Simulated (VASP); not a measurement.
These are PBEsol GGA, VASP's PBE PAW potentials (set 64) (plane waves; VASP) values and carry that method's errors.

VASP ran on this input.

INCAR:
```
SYSTEM = Zn4O3S
PREC = Accurate
ENCUT = 520
EDIFF = 1E-7
NELM = 100
ALGO = Normal
LREAL = .FALSE.
LASPH = .TRUE.
ISMEAR = -5
GGA = PS
LMAXMIX = 4
LWAVE = .FALSE.
LCHARG = .TRUE.
LORBIT = 11
NEDOS = 601
ISIF = 2
LEFG = .TRUE.
```

File KPOINTS:
```
Automatic mesh
0
Gamma
5 9 5
0 0 0
```

POSCAR:
```
Zn4O3S
6.741830
  0.4994335434  -0.8663412134   0.0043505555
  0.2502782548   0.4334947479  -0.0000000006
  0.0034922929  -0.0020162770   0.8102941183
Zn S O
4 1 3
Direct
  0.3349141754   0.3349131754   0.4527827786
  0.1330531113   0.6330541113   0.0232487245
  0.8306793852   0.3306783852   0.5154870726
  0.6982532018   0.6982532018   0.0191068831
  0.3394001301   0.3393991301   0.8710274288
  0.1553554925   0.6553564925   0.3807637555
  0.8286101860   0.3286091860   0.8823264359
  0.6797363179   0.6797363179   0.3832569208
```

POTCAR, in this order: Zn S O (PBE.64 set). Program: vasp_std.

What VASP printed:

### OSZICAR
```
       N       E                     dE             d eps       ncg     rms          rms(c)
DAV:   1     0.706812217866E+03    0.70681E+03   -0.34993E+04  9718   0.233E+03
DAV:   2     0.705203357076E+02   -0.63629E+03   -0.61494E+03  9878   0.524E+02
DAV:   3    -0.350777499917E+02   -0.10560E+03   -0.10407E+03 10446   0.196E+02
DAV:   4    -0.408639810479E+02   -0.57862E+01   -0.57489E+01 11593   0.477E+01
DAV:   5    -0.409418959905E+02   -0.77915E-01   -0.77805E-01 11437   0.581E+00    0.192E+01
DAV:   6    -0.358784474207E+02    0.50634E+01   -0.19062E+01 16036   0.726E+01    0.129E+01
DAV:   7    -0.361596540157E+02   -0.28121E+00   -0.56424E+00 10275   0.178E+01    0.802E+00
DAV:   8    -0.362478005271E+02   -0.88147E-01   -0.25054E+00 14857   0.135E+01    0.309E+00
DAV:   9    -0.360572767073E+02    0.19052E+00   -0.73028E-01 15310   0.121E+01    0.834E-01
DAV:  10    -0.360737356226E+02   -0.16459E-01   -0.20598E-01 10276   0.244E+00    0.355E-01
DAV:  11    -0.360735302501E+02    0.20537E-03   -0.10943E-02 13309   0.841E-01    0.194E-01
DAV:  12    -0.360734871649E+02    0.43085E-04   -0.12157E-03 11061   0.375E-01    0.161E-01
DAV:  13    -0.360733978658E+02    0.89299E-04   -0.40701E-04 11612   0.170E-01    0.655E-02
DAV:  14    -0.360733452572E+02    0.52609E-04   -0.34043E-04 14473   0.268E-01    0.103E-02
DAV:  15    -0.360733525612E+02   -0.73040E-05   -0.86944E-05 10424   0.724E-02    0.116E-02
DAV:  16    -0.360733519181E+02    0.64313E-06   -0.36138E-06 12337   0.207E-02    0.725E-03
DAV:  17    -0.360733516359E+02    0.28223E-06   -0.12114E-06 13255   0.137E-02    0.327E-03
DAV:  18    -0.360733515343E+02    0.10152E-06   -0.76877E-07 12163   0.110E-02    0.971E-04
DAV:  19    -0.360733515376E+02   -0.32815E-08   -0.13807E-07  5645   0.366E-03
   1 F= -.36073352E+02 E0= -.36073352E+02  d E =0.000000E+00
```

File OUTCAR:
```
------------------------ aborting loop because EDIFF is reached ----------------------------------------
  FORCE on cell =-STRESS in cart. coord.  units (eV):
  Direction    XX          YY          ZZ          XY          YZ          ZX
  --------------------------------------------------------------------------------------
  Total        0.1009053      0.1247711      0.0863871      0.0206683      0.0100139     -0.0173448
  in kB        1.5025972      1.8579854      1.2864036      0.3077744      0.1491190     -0.2582844
  external PRESSURE =       1.5489954 kB  Pullay stress =       0.0000000 kB
  volume of cell :      107.59
      direct lattice vectors                 reciprocal lattice vectors
     3.367096046 -5.840725183  0.029330705     0.148388405 -0.085672067 -0.000852720
     1.687333447  2.922547896 -0.000000004     0.296551193  0.170953316 -0.000852720
     0.023544445 -0.013593397  5.462865196    -0.000796713  0.000459983  0.183058702
 POSITION                                       TOTAL-FORCE (eV/Angst)
 -----------------------------------------------------------------------------------
      1.70346     -0.98350      2.48331        -0.006534      0.003772      0.001098
      1.51672      1.07269      0.13091         0.009288     -0.005363     -0.020356
      3.36708     -3.89235      2.84040         0.004696     -0.002711      0.008168
      3.52972     -2.03789      0.12486        -0.003125      0.001804      0.011467
      1.73598     -1.00227      4.76826         0.008195     -0.004731     -0.008389
      1.63787      1.00275      2.08462        -0.004278      0.002470     -0.011467
      3.36526     -3.89130      4.84433        -0.002994      0.001729      0.006393
      3.44470     -1.98880      2.11362        -0.005248      0.003030      0.013086
 -----------------------------------------------------------------------------------
    total drift:                                0.002090      0.000522      0.000738
  FREE ENERGIE OF THE ION-ELECTRON SYSTEM (eV)
  ---------------------------------------------------
  free  energy   TOTEN  =       -36.0733515376 eV

  energy  without entropy=      -36.0733515376  energy(sigma->0) =      -36.07335154

 total charge

# of ion       s       p       d       tot
------------------------------------------
    1        0.464   0.447   9.861  10.772
    2        0.532   0.586   9.871  10.990
    3        0.438   0.427   9.877  10.742
    4        0.485   0.499   9.874  10.859
    5        1.312   2.481   0.000   3.793
    6        1.547   3.410   0.000   4.958
    7        1.546   3.430   0.000   4.976
    8        1.547   3.396   0.000   4.942
--------------------------------------------------
tot          7.873  14.677  39.484  62.033

 Electric field gradients after diagonalization (V/A^2)
 (convention: |V_zz| > |V_xx| > |V_yy|)
----------------------------------------------------------------------
 ion       V_xx      V_yy      V_zz     asymmetry (V_yy - V_xx)/ V_zz
----------------------------------------------------------------------
   1     -11.096    -6.247    17.343       0.280
   2     -13.910    -2.182    16.092       0.729
   3       8.421     1.831   -10.252       0.643
   4      -9.885    -7.039    16.924       0.168
   5      34.735    16.290   -51.025       0.361
   6      10.876     5.357   -16.233       0.340
   7      21.099    10.990   -32.089       0.315
   8       4.972     4.660    -9.632       0.032
```
(Selected blocks of OUTCAR.)

The structure was generated: Zn4O3S was put into an ordered model structure (Pm), which need not be its known phase. It was relaxed first.
